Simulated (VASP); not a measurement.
Wanted: the native input for a VASP 6.6.1 run.

- Task: relaxation of cell and atoms
- Functional: AM05
- Potentials or basis: VASP PAW PBE potentials, release 64 (Zr_sv, Mo_sv, C)
- Cutoff: 600 eV
- k mesh: 5 × 5 × 5
- Occupations: fermi-dirac, width 0.05 eV
- Spin: no spin polarisation
- Further INCAR settings: ALGO = Fast; EDIFF = 1e-06; IBRION = 2; EDIFFG = -0.01; NSW = 60; ISIF = 3

The structure of Zr3MoC lies in POSCAR:

```
Zr3MoC
1.0
    4.9425100000      0.0000000000      0.0000000000
    0.0000000000      4.9425100000      0.0000000000
    0.0000000000      0.0000000000      4.9425100000
Zr Mo C
3 1 1
Direct
    0.5000000000      0.0000000000      0.0000000000
    0.0000000000      0.5000000000      0.0000000000
    0.0000000000      0.0000000000      0.5000000000
    0.0000000000      0.0000000000      0.0000000000
    0.5000000000      0.5000000000      0.5000000000
```

The cell was built by a generator and needn't be a form met in nature.

The input as run:

INCAR

```
SYSTEM = Zr3MoC
  PREC = Accurate
  ENCUT = 600
  EDIFF = 1E-6
  ISMEAR = -1
  SIGMA = 0.05
  LREAL = .FALSE.
  LASPH = .TRUE.
  NELM = 80
  ALGO = Fast
  ISIF = 3
  LWAVE = .FALSE.
  LCHARG = .FALSE.
  GGA = AM
  IBRION = 2
  NSW = 60
  EDIFFG = -0.01
```

KPOINTS

```
Automatic mesh
0
G
  5 5 5
  0 0 0
```

Potentials or basis: VASP PAW PBE potentials, release 64 (Zr_sv, Mo_sv, C).

Run with:

```console
$ cat potpaw_PBE.64/Zr_sv/POTCAR potpaw_PBE.64/Mo_sv/POTCAR potpaw_PBE.64/C/POTCAR > POTCAR
$ mpirun -np 1 vasp_std > vasp.out
```

Results of the run:

- Relaxed volume: 23.43 Å³/atom
- Relaxed cell: a = 4.893 Å, b = 4.893 Å, c = 4.893 Å, α = 90.00°, β = 90.00°, γ = 90.00°
- Space group after relaxing (to 0.05 Å): Pm-3m (No. 221)
- Energy gained by relaxing: 5.3 meV/atom
- Ionic steps: 3
- Pressure after relaxing: 0.0 GPa
- Band gap on the k mesh: none (metal or under the smearing width)

Caveat: the PAW data sets were made with another functional, which shifts forces and pressure a little.

It took 3.5 min on 1 thread of Intel(R) Xeon(R) 6975P-C (Granite Rapids), with other jobs on the host, peak memory 0.27 GiB.
